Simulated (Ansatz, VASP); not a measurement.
# NiO: VASP beside Ansatz, part 2 of 3

One calculation is typed for both programs; each brings its own data sets. How far apart do they land? The cell is taken from a series of runs on this material, whose earlier steps may have relaxed, scaled, displaced or heated it; both programs get it as it stands.

VASP 6.6.1 and Ansatz 0.2.0.

So far: Set-up; Ansatz: single point, LDA, DFT+U, pair 1.

## 3. VASP: single point, LDA, DFT+U, pair 1

Level of this step: LDA, DFT+U (Ni d 1.98 eV), spin-polarised from a ferromagnetic start; plane waves and PAW (Ni, O) (VASP).

The same cell, functional (in two slightly different forms), mesh and smearing now go to VASP, with its own data sets.

Lines of VASP's logs that name or quote its potential files are left out, and so is its time.

Input file INCAR:

```
SYSTEM = NiO
PREC = Accurate
ENCUT = 520
EDIFF = 1E-06
NELM = 200
ISMEAR = -1
SIGMA = 0.05
LREAL = .FALSE.
ALGO = Normal
GGA = CA
NBANDS = 27
ISPIN = 2
MAGMOM = 1.53 1.53 0.32 0.32
LDAU = .TRUE.
LDAUTYPE = 2
LDAUL = 2 -1
LDAUU = 1.98 0
LDAUJ = 0 0
LDAUPRINT = 1
LASPH = .TRUE.
LMAXMIX = 4
LORBIT = 11
LWAVE = .FALSE.
LCHARG = .FALSE.
ISIF = 2
GGA_COMPAT = .FALSE.
KPAR = 2
```

Input file POSCAR:

```
NiO
1.0
    0.0000000000     -2.0859016410     -2.0859016410
    0.0000000000      2.0859016410     -2.0859016410
    4.1718032820      0.0000000000      0.0000000000
Ni O
2 2
Direct
    0.5000000000      0.5000000000      0.5000000000
    0.0000000000      0.0000000000      0.0000000000
    0.5000000000      0.5000000000      0.0000000000
    0.0000000000      0.0000000000      0.5000000000
```

Input file KPOINTS:

```
Automatic mesh
0
Gamma
8 8 6
0 0 0
```

PAW data sets: Ni and O (LDA family, release 64).

Run with:

```sh
$ mpirun -np 2 vasp_std
```

Numbers of over 12 decimals in the logs are rounded to 6 here.

The program printed:

```text
[banner, memory and clock lines left out]
running    2 mpi-ranks, on    1 nodes
 distrk:  each k-point on    1 cores,    2 groups
 distr:  one band on    1 cores,    1 groups

 POSCAR found type information on POSCAR NiO
 POSCAR found :  2 types and       4 ions
 LDA part: xc-table for (Slater(with rela. corr.)+CA(PZ))
 , standard interpolation
 POSCAR, INCAR and KPOINTS ok, starting setup
 FFT: planning ... GRIDC
 FFT: planning ... GRID_SOFT
 FFT: planning ... GRID
 WAVECAR not read
 entering main loop
       N       E                     dE             d eps       ncg     rms          rms(c)
DAV:   1     0.245130246833E+03    0.24513E+03   -0.14783E+04  6872   0.154E+03
DAV:   2    -0.359611346817E+01   -0.24873E+03   -0.22431E+03  6713   0.339E+02
DAV:   3    -0.277338809474E+02   -0.24138E+02   -0.22821E+02  7092   0.116E+02
DAV:   4    -0.282161716117E+02   -0.48229E+00   -0.48052E+00  7084   0.166E+01
DAV:   5    -0.282267856145E+02   -0.10614E-01   -0.10613E-01  7692   0.237E+00    0.219E+01
DAV:   6    -0.260583255620E+02    0.21685E+01   -0.24290E+01  8176   0.858E+01    0.244E+01
DAV:   7    -0.247649920554E+02    0.12933E+01   -0.58334E+00  7896   0.593E+01    0.990E+00
DAV:   8    -0.249502597506E+02   -0.18527E+00   -0.79094E-01  8530   0.931E+00    0.698E+00
DAV:   9    -0.249146265705E+02    0.35633E-01   -0.11620E-01  9547   0.947E+00    0.180E+00
DAV:  10    -0.249491173376E+02   -0.34491E-01   -0.69608E-02  8032   0.296E+00    0.113E+00
DAV:  11    -0.249430922524E+02    0.60251E-02   -0.13896E-02  8789   0.320E+00    0.101E-01
DAV:  12    -0.249435811013E+02   -0.48885E-03   -0.49586E-03  7481   0.540E-01    0.945E-02
DAV:  13    -0.249435278361E+02    0.53265E-04   -0.94982E-05  9221   0.155E-01    0.514E-02
DAV:  14    -0.249435222539E+02    0.55822E-05   -0.10713E-04  8574   0.895E-02    0.203E-02
DAV:  15    -0.249435218266E+02    0.42730E-06   -0.14541E-05  8322   0.372E-02    0.160E-02
DAV:  16    -0.249435217897E+02    0.36936E-07   -0.30611E-06  5666   0.469E-02
   1 F= -.24943522E+02 E0= -.24939106E+02  d E =-.883130E-02  mag=     3.8454
```

Parts of OUTCAR (step 3):

```text
ion  position               nearest neighbor table
   1  0.500  0.500  0.500-   3 2.09   4 2.09   3 2.09   4 2.09   4 2.09   4 2.09   2 2.95   2 2.95
                             2 2.95   2 2.95   2 2.95   2 2.95   2 2.95   2 2.95
   2  0.000  0.000  0.000-   3 2.09   4 2.09   4 2.09   3 2.09   3 2.09   3 2.09   1 2.95   1 2.95
                             1 2.95   1 2.95   1 2.95   1 2.95   1 2.95   1 2.95
   3  0.500  0.500  0.000-   1 2.09   2 2.09   1 2.09   2 2.09   2 2.09   2 2.09
   4  0.000  0.000  0.500-   1 2.09   2 2.09   2 2.09   1 2.09   1 2.09   1 2.09

  LATTYP: Found a simple tetragonal cell.
 ALAT       =     2.9499103905
 C/A-ratio  =     1.4142135624

 Subroutine GETGRP returns: Found 16 space group operations
 (whereof 16 operations were pure point group operations)

The static configuration has the point symmetry D_4h.

 Found     60 irreducible k-points:

   k-points           NKPTS =     60   k-points in BZ     NKDIM =     60   number of bands    NBANDS=     27

   dimension x,y,z NGX =    24 NGY =   24 NGZ =   32
   dimension x,y,z NGXF=    48 NGYF=   48 NGZF=   64

   ENCUT  =  520.0 eV  38.22 Ry    6.18 a.u.   5.48  5.48  7.76*2*pi/ulx,y,z

   NELECT =      32.0000    total number of electrons

 k-points in reciprocal lattice and weights: Automatic mesh
   0.00000000  0.00000000  0.00000000       0.003
   0.12500000  0.00000000  0.00000000       0.010
   0.25000000  0.00000000  0.00000000       0.010
   0.37500000  0.00000000  0.00000000       0.010
   0.50000000  0.00000000  0.00000000       0.005
   0.12500000  0.12500000  0.00000000       0.010
   0.25000000  0.12500000  0.00000000       0.021
   0.37500000  0.12500000  0.00000000       0.021
   0.50000000  0.12500000  0.00000000       0.010
[...]
0.50000000  0.37500000  0.50000000       0.010
   0.50000000  0.50000000  0.50000000       0.003

atom =   1  type =  1  l = 2

 onsite density matrix

spin component  1

  0.9690 -0.0000  0.0000 -0.0000  0.0000
 -0.0000  0.9690  0.0000 -0.0000  0.0000
  0.0000  0.0000  1.0082  0.0000 -0.0005
 -0.0000 -0.0000  0.0000  0.9690  0.0000
  0.0000  0.0000 -0.0005  0.0000  1.0087

spin component  2

  0.9616 -0.0000  0.0000 -0.0000  0.0000
 -0.0000  0.9616 -0.0000 -0.0000 -0.0000
  0.0000 -0.0000  0.2435  0.0000 -0.0012
 -0.0000 -0.0000  0.0000  0.9616 -0.0000
  0.0000 -0.0000 -0.0012 -0.0000  0.2449

 occupancies and eigenvectors

[...]
-0.0000  0.0000 -0.0005  0.0000  1.0087

spin component  2

  0.9616  0.0000  0.0000 -0.0000 -0.0000
  0.0000  0.9616 -0.0000 -0.0000 -0.0000
  0.0000 -0.0000  0.2435  0.0000 -0.0012
 -0.0000 -0.0000  0.0000  0.9616 -0.0000
 -0.0000 -0.0000 -0.0012 -0.0000  0.2449

 occupancies and eigenvectors

  o =  0.2428  v =  0.0000  0.0000  0.0000  0.0000  0.0000  0.0000 -0.0000 -0.8660 -0.0000 -0.5000      0.0000  0.0000  0.0000  0.0000  0.0000  0.0000  0.0000  0.0000  0.0000  0.0000
  o =  0.2456  v =  0.0000  0.0000  0.0000  0.0000  0.0000  0.0000 -0.0000 -0.5000  0.0000  0.8660      0.0000  0.0000  0.0000  0.0000  0.0000  0.0000  0.0000  0.0000  0.0000  0.0000
  o =  0.9616  v =  0.0000  0.0000  0.0000  0.0000  0.0000  0.0000 -1.0000  0.0000  0.0000  0.0000      0.0000  0.0000  0.0000  0.0000  0.0000  0.0000  0.0000  0.0000  0.0000  0.0000
  o =  0.9616  v =  0.0000  0.0000  0.0000  0.0000  0.0000  0.0000  0.0000  0.0000  1.0000 -0.0000      0.0000  0.0000  0.0000  0.0000  0.0000  0.0000  0.0000  0.0000  0.0000  0.0000
  o =  0.9616  v =  0.0000  0.0000  0.0000  0.0000  0.0000  1.0000  0.0000  0.0000  0.0000  0.0000      0.0000  0.0000  0.0000  0.0000  0.0000  0.0000  0.0000  0.0000  0.0000  0.0000
  o =  0.9690  v =  1.0000  0.0000  0.0000  0.0000  0.0000  0.0000  0.0000  0.0000  0.0000  0.0000      0.0000  0.0000  0.0000  0.0000  0.0000  0.0000  0.0000  0.0000  0.0000  0.0000
  o =  0.9690  v =  0.0000 -0.0000 -0.0000 -1.0000 -0.0000  0.0000  0.0000  0.0000  0.0000  0.0000      0.0000  0.0000  0.0000  0.0000  0.0000  0.0000  0.0000  0.0000  0.0000  0.0000
  o =  0.9690  v =  0.0000 -1.0000 -0.0000  0.0000 -0.0000  0.0000  0.0000  0.0000  0.0000  0.0000      0.0000  0.0000  0.0000  0.0000  0.0000  0.0000  0.0000  0.0000  0.0000  0.0000
  o =  1.0079  v =  0.0000 -0.0000  0.8660 -0.0000  0.5000  0.0000  0.0000  0.0000  0.0000  0.0000      0.0000  0.0000  0.0000  0.0000  0.0000  0.0000  0.0000  0.0000  0.0000  0.0000
  o =  1.0090  v =  0.0000 -0.0000 -0.5000  0.0000  0.8660  0.0000  0.0000  0.0000  0.0000  0.0000      0.0000  0.0000  0.0000  0.0000  0.0000  0.0000  0.0000  0.0000  0.0000  0.0000

 average (electrostatic) potential at core
       1 -83.9840       2 -83.9840       3 -69.1113       4 -69.1113

 E-fermi :   7.3687

 spin component 1
 k-point     1 :       0.0000    0.0000    0.0000
  band No.  band energies     occupation
    ...
     14       4.6807      1.00000
     15       4.6807      1.00000
     16       4.6825      1.00000
     17       4.9229      1.00000
     18       4.9229      1.00000
     19       9.2063      0.00000
     20      13.5803      0.00000
     21      18.1032      0.00000
     22      19.2181      0.00000
     23      24.0384      0.00000
    ...

 k-point     2 :       0.1250    0.0000    0.0000
  band No.  band energies     occupation
    ...
     14       4.7516      1.00000
     15       4.8923      1.00000
     16       4.9306      1.00000
     17       4.9815      1.00000
     18       5.3877      1.00000
     19       9.9257      0.00000
     20      14.0686      0.00000
     21      18.0624      0.00000
     22      18.7898      0.00000
     23      23.0301      0.00000
    ...

 k-point     3 :       0.2500    0.0000    0.0000
  band No.  band energies     occupation
    ...
     14       4.9956      1.00000
     15       5.1357      1.00000
     16       5.2509      1.00000
     17       5.8882      1.00000
     18       6.3966      1.00000
     19      11.4050      0.00000
     20      15.2379      0.00000
     21      17.6479      0.00000
     22      17.9940      0.00000
     23      20.8845      0.00000
    ...

 k-point     4 :       0.3750    0.0000    0.0000
  band No.  band energies     occupation
    ...
     14       5.2076      1.00000
     15       5.3222      1.00000
     16       5.4358      1.00000
     17       6.8318      0.99998
     18       7.1270      0.99211
     19      13.0003      0.00000
     20      16.1364      0.00000
     21      16.6908      0.00000
     22      18.0492      0.00000
     23      19.3469      0.00000
    ...

 k-point     5 :       0.5000    0.0000    0.0000
  band No.  band energies     occupation
    ...
     14       5.2949      1.00000
     15       5.4495      1.00000
     16       5.4495      1.00000
     17       7.3006      0.79609
     18       7.3006      0.79609
     19      14.5726      0.00000
     20      14.5726      0.00000
     21      18.3468      0.00000
     22      18.3468      0.00000
     23      18.4361      0.00000
    ...

 k-point     6 :       0.1250    0.1250    0.0000
  band No.  band energies     occupation
    ...
     14       4.9605      1.00000
     15       5.0839      1.00000
     16       5.0865      1.00000
     17       5.2199      1.00000
     18       5.2244      1.00000
     19      10.5903      0.00000
     20      14.5434      0.00000
     21      18.0347      0.00000
     22      18.6228      0.00000
     23      22.5472      0.00000
    ...

  Total       -2.7429797     -2.8178611     -2.8178611      0.0000000      0.0000000      0.0000000
  in kB     -121.0575014   -124.3622878   -124.3622878      0.0000000      0.0000000      0.0000000
  external PRESSURE =    -123.2606923 kB  Pullay stress =       0.0000000 kB

  energy-cutoff  :      520.00
  volume of cell :       36.30
      direct lattice vectors                 reciprocal lattice vectors
     0.000000000 -2.085901641 -2.085901641     0.000000000 -0.239704495 -0.239704495
     0.000000000  2.085901641 -2.085901641     0.000000000  0.239704495 -0.239704495
     4.171803282  0.000000000  0.000000000     0.239704495  0.000000000  0.000000000

 POSITION                                       TOTAL-FORCE (eV/Angst)
 -----------------------------------------------------------------------------------
      2.08590      0.00000     -2.08590        -0.000000     -0.000000      0.000000
      0.00000      0.00000      0.00000        -0.000000     -0.000000      0.000000
      0.00000      0.00000     -2.08590         0.000000      0.000000     -0.000000
      2.08590      0.00000      0.00000        -0.000000      0.000000      0.000000
 -----------------------------------------------------------------------------------
    total drift:                               -0.000000     -0.000000      0.000000

  FREE ENERGIE OF THE ION-ELECTRON SYSTEM (eV)
  ---------------------------------------------------
  free  energy   TOTEN  =       -24.9435217897 eV

  energy  without entropy=      -24.9346904887  energy(sigma->0) =      -24.93910614

 total charge
# of ion       s       p       d       tot
------------------------------------------
    1        0.342   0.419   8.271   9.032
    2        0.342   0.419   8.271   9.032
    3        1.539   3.416   0.000   4.955
    4        1.539   3.416   0.000   4.955
--------------------------------------------------
tot          3.762   7.670  16.541  27.974

 magnetization (x)
# of ion       s       p       d       tot
------------------------------------------
    1        0.011   0.016   1.552   1.578
    2        0.011   0.016   1.552   1.578
    3        0.028   0.270   0.000   0.299
    4        0.028   0.270   0.000   0.299
--------------------------------------------------
tot          0.078   0.573   3.103   3.754

[... 6 further parts left out ...]
```

The magnetic state follows from one typed start and may not be the lowest.

## 4. Comparison

Known differences besides the potentials themselves: VASP starts from the moments at which Ansatz ended; U acts on the PAW sphere in VASP and on atomic orbitals in Ansatz, so only states and trends compare; the two LDA forms differ slightly; the data sets hold 48 valence electrons in Ansatz (on its default PAW (the set named soft_2) files) and 32 in VASP; the cutoff is 420 eV in Ansatz and 520 eV in VASP; VASP's log shows a relativistic correction to its local exchange, Ansatz's none; site moments are counted in spheres of each program's own size. Total energies have different zeros and are not compared.

Compared:

| quantity | Ansatz | VASP | difference |
| --- | --- | --- | --- |
| total moment (μB) | 3.84 | 3.85 | -0.01 |
| moment on Ni1 (μB) | 1.53 | 1.58 | -0.04 |
| moment on Ni2 (μB) | 1.53 | 1.58 | -0.04 |
| moment on O3 (μB) | 0.32 | 0.30 | +0.02 |
| moment on O4 (μB) | 0.32 | 0.30 | +0.02 |

## 5. Ansatz: single point, LDA, DFT+U, pair 2

A single point gives forces, pressure and levels at one fixed geometry, so differences don't come from the geometry; what else differs is listed under the comparison.

The cell is taken from a series of runs on this material, whose earlier steps may have relaxed, scaled, displaced or heated it; both programs get it as it stands.

Input file input.yaml:

```yaml
crystal:
  lattice:
    - [0.0, -2.085901641, -2.085901641]
    - [0.0, 2.085901641, -2.085901641]
    - [4.171803282, 0.0, 0.0]
  atoms:
    - { symbol: Ni, position: [0.5, 0.5, 0.5], spin: 2.0 }
    - { symbol: Ni, position: [0.0, 0.0, 0.0], spin: 2.0 }
    - { symbol: O, position: [0.5, 0.5, 0.0] }
    - { symbol: O, position: [0.0, 0.0, 0.5] }
magnetization:
  spin_polarized: true
kpoints:
  mp_grid: { grid: [8, 8, 6] }
hamiltonian:
  xc: lda
  hubbard:
    sites:
      - { species: Ni, l: d, u_eff: 3.96 }
      - { site: 0, l: d, u_eff: 3.96, starting_ns: [{ spin: up, occupation_matrix: ni1_major }, { spin: down, occupation_matrix: ni1_minor }] }
      - { site: 1, l: d, u_eff: 3.96, starting_ns: [{ spin: up, occupation_matrix: ni1_major }, { spin: down, occupation_matrix: ni1_minor }] }
    projectors: ortho-atomic
    occupation_matrices:
      ni1_major:
        matrix:
          - [0.997, 0.0, 0.0, 0.0, 0.0]
          - [0.0, 0.998, 0.0, 0.0, 0.0]
          - [0.0, 0.0, 0.998, 0.0, 0.0]
          - [0.0, 0.0, 0.0, 0.997, 0.0]
          - [0.0, 0.0, 0.0, 0.0, 0.998]
      ni1_minor:
        matrix:
          - [0.199, 0.0, 0.0, 0.0, 0.0]
          - [0.0, 0.995, 0.0, 0.0, 0.0]
          - [0.0, 0.0, 0.995, 0.0, 0.0]
          - [0.0, 0.0, 0.0, 0.199, 0.0]
          - [0.0, 0.0, 0.0, 0.0, 0.995]
scf:
  occupations: { method: fermi_dirac, width: 0.05 }
output:
  eigenvalues: true
```

Run with:

```sh
$ ansatz run input.yaml --threads 4 --pin off --max-ram 8192MiB --backend cpu --events-out ev --progress --plain --runs-dir out
```

The program printed:

```text
[...]
Crystal: 4 atoms, lattice volume = 36.303 Å³
Basis set: ecut = 420 eV, 681 PW (Γ)
Bands: 32, of which v1, the nominal top of the filled ones, is band 24 counted from 1 (23 counted from 0)
Symmetry: 32 space group operations
[...]
k-points: 60 of 384
[...]
Starting moments: Σ|m| = 4 μB on 2 of 4 sites
[...]
k-point 1 ↑: bands = [... 20 lower, 10.2109, 10.5651, 10.5651, 11.3339, 11.3766, 11.3766, 16.3191, 20.1002, ... 4 higher]
  k-point 2 ↑: bands = [... 20 lower, 10.8550, 11.0555, 11.0555, 11.3360, 11.4478, 11.4478, 17.8680, 20.2535, ... 4 higher]
  k-point 59 ↓: bands = [... 20 lower, 11.4782, 11.4782, 14.9526, 14.9526, 15.5838, 15.5838, 22.9285, 22.9285, ... 4 higher]
Occupation matrices written to <dir>
[key lines of the parts left out:]
SCF converged after 11 iterations
Magnetization: 3.9996 μB (25.9998 up, 22.0002 down)
Free energy (F): -12652.081522 eV
Fermi energy:    13.932424 eV
```

## 6. VASP: single point, LDA, DFT+U, pair 2

The same cell, functional (in two slightly different forms), mesh and smearing now go to VASP, with its own data sets.

Changes to INCAR since step 3:

```diff
@@ -12,3 +12,3 @@
 ISPIN = 2
-MAGMOM = 1.53 1.53 0.32 0.32
+MAGMOM = 1.63 1.63 0.3 0.3
 LDAU = .TRUE.
@@ -16,3 +16,3 @@
 LDAUL = 2 -1
-LDAUU = 1.98 0
+LDAUU = 3.96 0
 LDAUJ = 0 0
```

POSCAR is that of step 3.

KPOINTS is that of step 3.

Run with:

```sh
$ mpirun -np 2 vasp_std
```

The program printed:

```text
[... set-up lines as in an earlier step ...]
 entering main loop
       N       E                     dE             d eps       ncg     rms          rms(c)
DAV:   1     0.247788493532E+03    0.24779E+03   -0.14837E+04  6864   0.155E+03
DAV:   2    -0.266207651805E+00   -0.24805E+03   -0.22344E+03  6706   0.339E+02
DAV:   3    -0.251385055809E+02   -0.24872E+02   -0.23780E+02  7101   0.118E+02
DAV:   4    -0.256227170600E+02   -0.48421E+00   -0.48253E+00  7074   0.167E+01
[...]
DAV:  13    -0.240156216760E+02   -0.29892E-04   -0.94302E-05  8836   0.250E-01    0.195E-02
DAV:  14    -0.240156277501E+02   -0.60741E-05   -0.50598E-05  8962   0.727E-02    0.759E-03
DAV:  15    -0.240156276082E+02    0.14191E-06   -0.34163E-06  5404   0.207E-02
   1 F= -.24015628E+02 E0= -.24015611E+02  d E =-.322194E-04  mag=     3.9997
```

From OUTCAR (step 6):

```text
  Total       -3.0214297     -3.0185320     -3.0185320     -0.0000000      0.0000000     -0.0000000
  in kB     -133.3464963   -133.2186096   -133.2186096     -0.0000000      0.0000000     -0.0000000
  external PRESSURE =    -133.2612385 kB  Pullay stress =       0.0000000 kB

  FREE ENERGIE OF THE ION-ELECTRON SYSTEM (eV)
  ---------------------------------------------------
  free  energy   TOTEN  =       -24.0156276082 eV

  energy  without entropy=      -24.0155953888  energy(sigma->0) =      -24.01561150

 magnetization (x)
# of ion       s       p       d       tot
------------------------------------------
    1        0.010   0.015   1.675   1.700
    2        0.010   0.015   1.675   1.700
    3        0.025   0.242   0.000   0.267
    4        0.025   0.242   0.000   0.267
--------------------------------------------------
tot          0.070   0.514   3.350   3.933

[... 3 parts as in an earlier step ...]

[... 1 further part left out ...]
[key lines of the parts left out:]
E-fermi :   7.3295
```

The run ends at a pressure of -13.33 GPa.

## 7. Differences

What differs besides the data sets and the points named for the pairs above, as far as they apply: the data sets hold 48 valence electrons in Ansatz (on its default PAW (the set named soft_2) files) and 32 in VASP. Total energies have different zeros and are not compared.

The two programs side by side:

| quantity | Ansatz | VASP | difference |
| --- | --- | --- | --- |
| total moment (μB) | 4.00 | 4.00 | 0.00 |
| moment on Ni1 (μB) | 1.63 | 1.70 | -0.07 |
| moment on Ni2 (μB) | 1.63 | 1.70 | -0.07 |
| moment on O3 (μB) | 0.30 | 0.27 | +0.03 |
| moment on O4 (μB) | 0.30 | 0.27 | +0.03 |

(Continued in part 3 of 3.)

[Lines on the potential files, build, host, timing and source positions are cut from VASP's logs without a mark.]

[Logs are printed without paths, hosts, clocks, repeated set-up lines and the standing remarks that a program may print on its own settings, such as how far it seeks lower states.]

[Hosts, paths, dates, database ids (printed as entryN), source tags and the programs' standing remarks are cut or masked in the printed files.]
